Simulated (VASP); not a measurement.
Here is the system:

```
SnC
1.0
    2.82468     0.00000     0.00000
    0.00000     2.82468     0.00000
    0.00000     0.00000     2.82468
Sn C
1 1
Direct
  0.00000   0.00000   0.00000
  0.50000   0.50000   0.50000
```

Level of theory: PBEsol GGA, VASP's PBE PAW potentials (set 64) (plane waves; VASP). Run with 620 eV cut-off, 13×13×13 Γ-centred mesh, first-order Methfessel-Paxton smearing of 0.10 eV, potentials Sn_d C.

Unless said otherwise, spin-orbit coupling is left out, though it shifts the bands of the heavy elements here.

Problem. Estimate the energy per atom (σ→0), pressure, band gap (on the k-mesh) with the smallest direct gap where there is one.

Solution. 
```
Quantity                                                     Value
------------------------  ----------------------------------------
band gap (on the k-mesh)  none (metal, semimetal or under 0.01 eV)
energy per atom (σ→0)                               -4.588 eV/atom
pressure                                                 44.96 GPa
```

The absolute energy has meaning only against runs of the same code, potentials and settings.

The structure was generated: SnC was put into the CsCl type type (Pm-3m), which need not be its known phase. It was relaxed first under an external pressure of 45 GPa.
